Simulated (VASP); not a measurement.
A convergence study with VASP on C (diamond): one setting is varied, all else stays as given below, so the limit is that of these other settings.

```yaml
crystal:
  lattice:
    - [0.00000, 1.78350, 1.78350]
    - [1.78350, 0.00000, 1.78350]
    - [1.78350, 1.78350, 0.00000]
  atoms:
    - { symbol: C, position: [0.00000, 0.00000, 0.00000] }
    - { symbol: C, position: [0.25000, 0.25000, 0.25000] }
```

These are PBEsol GGA, VASP's PBE PAW potentials (set 64) (plane waves; VASP) values and carry that method's errors. The tightest run used: 700 eV cut-off, 18×18×18 Monkhorst-Pack mesh, Gaussian smearing of 0.050 eV, potentials C.

Q: The settings run are 1×1×1 mesh; 2×2×2 mesh; 3×3×3 mesh; 4×4×4 mesh; 5×5×5 mesh; 6×6×6 mesh; 7×7×7 mesh; 8×8×8 mesh; 9×9×9 mesh; 10×10×10 mesh; 11×11×11 mesh; 12×12×12 mesh; 13×13×13 mesh; 14×14×14 mesh; 15×15×15 mesh; 16×16×16 mesh; 17×17×17 mesh; 18×18×18 mesh. From which on does the energy per atom stay within 0.002 eV/atom of the tightest run?

A: From 6×6×6 mesh on: it is off by 0.0000 there and by no more than 0.002 in any finer run, while 5×5×5 mesh is off by 0.0177.
| setting | E (eV/atom) | pressure (GPa) | irreducible k-points | difference judged (eV/atom) |
|---|---|---|---|---|
| 1×1×1 mesh | 5.4011 | 325.74 | 1 | 15.0305 |
| 2×2×2 mesh | -9.5866 | -4.93 | 2 | 0.0428 |
| 3×3×3 mesh | -9.3331 | 0.41 | 4 | 0.2963 |
| 4×4×4 mesh | -9.6296 | -4.76 | 10 | 0.0002 |
| 5×5×5 mesh | -9.6118 | -4.45 | 10 | 0.0177 |
| 6×6×6 mesh | -9.6294 | -4.74 | 28 | 0.0000 |
| 7×7×7 mesh | -9.6280 | -4.71 | 20 | 0.0014 |
| 8×8×8 mesh | -9.6294 | -4.73 | 60 | 0.0000 |
| 9×9×9 mesh | -9.6293 | -4.73 | 35 | 0.0001 |
| 10×10×10 mesh | -9.6294 | -4.73 | 110 | 0.0000 |
| 11×11×11 mesh | -9.6294 | -4.73 | 56 | 0.0000 |
| 12×12×12 mesh | -9.6294 | -4.73 | 182 | 0.0000 |
| 13×13×13 mesh | -9.6294 | -4.73 | 84 | 0.0000 |
| 14×14×14 mesh | -9.6294 | -4.73 | 280 | 0.0000 |
| 15×15×15 mesh | -9.6294 | -4.73 | 120 | 0.0000 |
| 16×16×16 mesh | -9.6294 | -4.73 | 408 | 0.0000 |
| 17×17×17 mesh | -9.6294 | -4.73 | 165 | 0.0000 |
| 18×18×18 mesh | -9.6294 | -4.73 | 570 | 0.0000 |

Left out are rungs that failed or repeat a setting and relaxations that didn't move; long series are thinned to 24 rows.

The compound is C in the diamond structure. The cell was not relaxed at this level.
